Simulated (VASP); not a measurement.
Data:

```
CELL_PARAMETERS angstrom
      0.00000     2.99846     2.99846
      2.99846     0.00000     2.99846
      2.99846     2.99846     0.00000
ATOMIC_POSITIONS crystal
  Sr 0.00000 0.00000 0.00000
```

All values below come from PW91 GGA, VASP's PBE PAW potentials (set 64) (plane waves; VASP). Settings: 520 eV cut-off, Gaussian smearing of 0.050 eV, potentials Sr_sv.

Problem. Give the energies of bands 5 to 8 at the high-symmetry points, in eV from the Fermi level.

Solution. 
| band | Γ | X | U | L | W |
|---|---|---|---|---|---|
| 5 | -3.70 | -0.71 | -0.15 | -1.17 | 0.01 |
| 6 | 2.29 | 0.28 | 0.19 | 0.07 | 0.60 |
| 7 | 2.29 | 1.08 | 0.84 | 2.13 | 0.60 |
| 8 | 2.29 | 4.84 | 3.40 | 2.13 | 2.24 |

It has no gap at this level: it comes out as a metal or semimetal.

The compound is Sr in the fcc structure. It was relaxed first.
